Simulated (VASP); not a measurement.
## Ga₃As₄B (ordered alloy cell): computed properties

Level of theory: PBEsol GGA, VASP's PBE PAW potentials (set 64) (plane waves; VASP).

| Property | Result |
|---|---|
| space group | R3m (160) |
| cell | a = b = 3.8532 Å, c = 38.0669 Å, α = β = 90.00°, γ = 120.00° |
| volume per atom | 20.39 Å³/atom |
| band gap (over mesh and band path) | none (metal, semimetal or under 0.01 eV) |
| density | 5.29 g/cm³ |

```xyz
8
Lattice="0.0000 2.7246 2.7246 2.7246 0.0000 2.7246 10.9588 10.9588 -0.0603" Properties=species:S:1:pos:R:3 pbc="T T T"
Ga    10.8684    10.8684     0.0302
Ga     2.7386     2.7386    -0.0140
Ga     8.2906     8.2906     5.3326
As     1.3336     1.3336     1.3910
As     4.1625     4.1625     1.2868
As     6.9911     6.9911     1.1828
As     9.4545     9.4545     1.4440
B      8.1850     8.1850    -0.0111
```

The structure was generated: Ga3As4B was put into an ordered model structure (R3m), which need not be its known phase. It was relaxed first. Symmetry was kept, so distortions that lower it aren't found.
